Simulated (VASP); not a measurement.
Consider the following.

```
Ag2S
1.0
    0.00000     3.04295     3.04295
    3.04295     0.00000     3.04295
    3.04295     3.04295     0.00000
S Ag
1 2
Direct
  0.00000   0.00000   0.00000
  0.25000   0.25000   0.25000
  0.75000   0.75000   0.75000
```

All values below come from PBEsol GGA, VASP's PBE PAW potentials (set 64) (plane waves; VASP 6.6.1). Run with 400 eV cut-off, 10×10×10 Γ-centred mesh, tetrahedra with Blöchl corrections, potentials S Ag.

**Question.** Estimate the energy per atom (σ→0), band gap (on the k-mesh) with the smallest direct gap where there is one.

**Answer.** 
| Quantity | Result |
|---|---|
| band gap (on the k-mesh) | none (metal, semimetal or under 0.01 eV) |
| energy per atom (σ→0) | -3.642 eV/atom |

Only differences to runs with the same potentials and settings are physical.

The structure was generated: Ag2S was put into the fluorite type (Fm-3m), which need not be its known phase. It was relaxed first.
